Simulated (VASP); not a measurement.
Consider the following.

```xyz
2
Lattice="0.0000 2.3970 2.3970 2.3970 0.0000 2.3970 2.3970 2.3970 0.0000" Properties=species:S:1:pos:R:3 pbc="T T T"
Zr     0.0000     0.0000     0.0000
C      2.3970     2.3970     2.3970
```

Level of theory: PBE GGA, VASP's PBE PAW potentials (set 64) (plane waves; VASP). Run with 520 eV cut-off, 12×12×12 Γ-centred mesh, first-order Methfessel-Paxton smearing of 0.10 eV, potentials Zr_sv C.

### Question
Give the stress tensor in GPa (positive for a compressed cell).

### Answer

```
-10.46    0.00    0.00
  0.00  -10.46    0.00
  0.00    0.00  -10.46
```
The pressure is its mean diagonal, -10.46 GPa.

The compound is ZrC in the rock salt structure. The cell was not relaxed at this level.
